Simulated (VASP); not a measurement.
Energy against volume of CsPbCl₃ (cubic perovskite). All values below come from rev-vdW-DF2, VASP's PBE PAW potentials (set 64) (plane waves; VASP 6.6.1). Settings: 520 eV cut-off, 4×4×4 Γ-centred mesh, Gaussian smearing of 0.050 eV, potentials Cs_sv Pb_d Cl.

```json
[
 {"V (Å³/atom)": "35.072", "E (eV/atom)": "-1.54460"},
 {"V (Å³/atom)": "36.157", "E (eV/atom)": "-1.54782"},
 {"V (Å³/atom)": "37.242", "E (eV/atom)": "-1.54594"},
 {"V (Å³/atom)": "38.326", "E (eV/atom)": "-1.53976"}
]
```

Fit these four points and predict the energy of the run at 33.988 Å³/atom.

A cubic in V^(−2/3), the third-order Birch-Murnaghan form, passes through the four points with V0 = 36.27 Å³/atom and B0 = 25 GPa, and gives -1.5353 eV/atom there. The run gave -1.5353 eV/atom, +0.0 meV/atom from the fit; all five points give B0 = 25 GPa.

The compound is CsPbCl3 in the cubic perovskite structure, the ideal cubic form; the compound distorts at low or room temperature. It was relaxed first.
